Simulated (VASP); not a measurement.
Given:

```
CELL_PARAMETERS angstrom
      0.00000     1.98336     1.98336
      1.98336     0.00000     1.98336
      1.98336     1.98336     0.00000
ATOMIC_POSITIONS crystal
  Pt 0.00000 0.00000 0.00000
```

Computed with PBE GGA, VASP's PBE PAW potentials (set 64) (plane waves; VASP). Run with PREC = Normal, EDIFF = 1E-5, 400 eV cut-off, 20×20×20 Γ-centred mesh, first-order Methfessel-Paxton smearing of 0.10 eV, potentials Pt.

Unless said otherwise, spin-orbit coupling is left out, though it shifts the bands of the heavy elements here.

Q: What does the run give for the energy per atom (σ→0), band gap (on the k-mesh) with the smallest direct gap where there is one?

A: 
The band gap (on the k-mesh) comes out as none (metal, semimetal or under 0.01 eV) and the energy per atom (σ→0) is -6.099 eV/atom.

Total energies compare only between runs with the same potentials, cut-off and functional.

The compound is Pt in the fcc structure. It was relaxed first.
